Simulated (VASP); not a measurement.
```yaml
crystal:
  lattice:
    - [0.00000, 2.44060, 2.44060]
    - [2.44060, 0.00000, 2.44060]
    - [2.44060, 2.44060, 0.00000]
  atoms:
    - { symbol: Y, position: [0.00000, 0.00000, 0.00000] }
    - { symbol: N, position: [0.50000, 0.50000, 0.50000] }
```

Level of theory: rev-vdW-DF2, VASP's PBE PAW potentials (set 64) (plane waves; VASP 6.6.1). Settings: 520 eV cut-off, 9×9×9 Γ-centred mesh, Gaussian smearing of 0.050 eV, potentials Y_sv N.

Problem. Estimate the energy per atom (σ→0).

Solution. 
| Property | Value |
|---|---|
| energy per atom (σ→0) | -7.615 eV/atom |

The absolute energy has meaning only against runs of the same code, potentials and settings.

The compound is YN in the rock salt structure. It was relaxed first.
